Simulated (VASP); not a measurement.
Here is the system:

```
CELL_PARAMETERS angstrom
      2.14657    -3.71796     0.00000
      2.14657     3.71796     0.00000
      0.00000     0.00000     7.27993
ATOMIC_POSITIONS crystal
  Mg 0.00000 0.00000 0.00000
  I  0.33333 0.66667 0.23826
  I  0.66667 0.33333 0.76174
```

The numbers are results of PBEsol GGA, VASP's PBE PAW potentials (set 64) (plane waves; VASP), not measurements. Numerical set-up: 480 eV cut-off, 6×6×4 Γ-centred mesh, Gaussian smearing of 0.050 eV, potentials Mg I.

Without a dispersion term in the relaxation, distances and binding between the weakly bound layers, chains or molecules are unreliable, and so is what depends on them. Unless said otherwise, spin-orbit coupling is left out, though it shifts the bands of the heavy elements here.

Task: Predict the energy per atom (σ→0), pressure, largest force, band gap (on the k-mesh) with the smallest direct gap where there is one.

Result: 
band gap (on the k-mesh): 3.27 eV
smallest direct gap (on the k-mesh): 3.27 eV
energy per atom (σ→0): -2.767 eV/atom
pressure: -2.71 GPa
largest force: 0.504 eV/Å

Total energies compare only between runs with the same potentials, cut-off and functional.

The compound is MgI2 in the 1T layered structure. This cell was strained or had an atom moved on purpose.
